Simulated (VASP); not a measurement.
A convergence study with VASP on CoSi₂ (fluorite): one setting is varied, all else stays as given below, so the limit is that of these other settings. The cell's lengths are 1 % over those of the tabulated start and one atom is moved, so it is off equilibrium.

```
CELL_PARAMETERS angstrom
      0.00000     2.70680     2.70680
      2.70680     0.00000     2.70680
      2.70680     2.70680     0.00000
ATOMIC_POSITIONS crystal
  Co 0.00000 0.00000 0.00000
  Si 0.25000 0.25000 0.25000
  Si 0.73881 0.76119 0.76119
```

These are LDA (Ceperley-Alder, Perdew-Zunger), VASP's LDA PAW potentials (set 64) (plane waves; VASP) values and carry that method's errors. The tightest run used: 1000 eV cut-off, 11×11×11 Γ-centred mesh, first-order Methfessel-Paxton smearing of 0.10 eV, potentials Co Si.

The settings run are ENCUT = 150; ENCUT = 250; ENCUT = 350; ENCUT = 450; ENCUT = 550; ENCUT = 600; ENCUT = 650; ENCUT = 700; ENCUT = 750; ENCUT = 800; ENCUT = 850; ENCUT = 1000. From which on does the energy per atom stay within 0.005 eV/atom of the tightest run?

From ENCUT = 350 on: it is off by 0.0003 there and by no more than 0.005 in any finer run, while ENCUT = 250 is off by 0.0202.
```json
[
 {"setting": "ENCUT = 150", "E (eV/atom)": "-5.7011", "pressure (GPa)": "-189.95", "largest force (eV/Å)": "0.508", "plane waves": "171", "difference judged (eV/atom)": "1.5613"},
 {"setting": "ENCUT = 250", "E (eV/atom)": "-7.2422", "pressure (GPa)": "-16.28", "largest force (eV/Å)": "0.427", "plane waves": "365", "difference judged (eV/atom)": "0.0202"},
 {"setting": "ENCUT = 350", "E (eV/atom)": "-7.2621", "pressure (GPa)": "-13.30", "largest force (eV/Å)": "0.434", "plane waves": "609", "difference judged (eV/atom)": "0.0003"},
 {"setting": "ENCUT = 450", "E (eV/atom)": "-7.2623", "pressure (GPa)": "-13.15", "largest force (eV/Å)": "0.435", "plane waves": "881", "difference judged (eV/atom)": "0.0001"},
 {"setting": "ENCUT = 550", "E (eV/atom)": "-7.2623", "pressure (GPa)": "-13.13", "largest force (eV/Å)": "0.434", "plane waves": "1211", "difference judged (eV/atom)": "0.0001"},
 {"setting": "ENCUT = 600", "E (eV/atom)": "-7.2624", "pressure (GPa)": "-13.14", "largest force (eV/Å)": "0.434", "plane waves": "1363", "difference judged (eV/atom)": "0.0001"},
 {"setting": "ENCUT = 650", "E (eV/atom)": "-7.2624", "pressure (GPa)": "-13.13", "largest force (eV/Å)": "0.434", "plane waves": "1505", "difference judged (eV/atom)": "0.0000"},
 {"setting": "ENCUT = 700", "E (eV/atom)": "-7.2624", "pressure (GPa)": "-13.12", "largest force (eV/Å)": "0.434", "plane waves": "1687", "difference judged (eV/atom)": "0.0000"},
 {"setting": "ENCUT = 750", "E (eV/atom)": "-7.2624", "pressure (GPa)": "-13.11", "largest force (eV/Å)": "0.434", "plane waves": "1868", "difference judged (eV/atom)": "0.0000"},
 {"setting": "ENCUT = 800", "E (eV/atom)": "-7.2624", "pressure (GPa)": "-13.11", "largest force (eV/Å)": "0.434", "plane waves": "2085", "difference judged (eV/atom)": "0.0000"},
 {"setting": "ENCUT = 850", "E (eV/atom)": "-7.2624", "pressure (GPa)": "-13.12", "largest force (eV/Å)": "0.434", "plane waves": "2249", "difference judged (eV/atom)": "0.0000"},
 {"setting": "ENCUT = 1000", "E (eV/atom)": "-7.2624", "pressure (GPa)": "-13.11", "largest force (eV/Å)": "0.434", "plane waves": "2863", "difference judged (eV/atom)": "0.0000"}
]
```

Left out are rungs that failed or repeat a setting and relaxations that didn't move; long series are thinned to 24 rows.

The compound is CoSi2 in the fluorite structure. The cell was not relaxed at this level, it is distorted from the ideal structure. The run is not spin-polarised, so no magnetic state was tried. The electron count is odd and the run is not spin-polarised, which forces a metal.
